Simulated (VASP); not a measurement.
Given:

```yaml
crystal:
  lattice:
    - [3.96877, 0.00000, 0.00000]
    - [0.00000, 3.96877, 0.00000]
    - [0.00000, 0.00000, 5.42170]
  atoms:
    - { symbol: Sn, position: [0.50000, 0.00000, 0.78337] }
    - { symbol: Sn, position: [0.00000, 0.50000, 0.21663] }
    - { symbol: O, position: [0.50000, 0.50000, 0.00000] }
    - { symbol: O, position: [0.00000, 0.00000, 0.00000] }
```

All values below come from vdW-DF2, VASP's PBE PAW potentials (set 64) (plane waves; VASP). Settings: 520 eV cut-off, 6×6×5 Γ-centred mesh, tetrahedra with Blöchl corrections, potentials Sn_d O.

The cores are frozen, which limits the accuracy of field gradients.

**Question.** Give the principal components of the electric field gradient (V/Å²) and the asymmetry η at each nucleus.

**Answer.** 
```csv
atom,Vxx,Vyy,Vzz,η
Sn1,74.8,74.8,-149.6,0.00
Sn2,74.8,74.8,-149.6,0.00
O3,0.2,0.2,-0.4,-
O4,0.2,0.2,-0.4,-
```

The compound is SnO in the litharge structure. It was relaxed first, which changed the volume by +22 %.
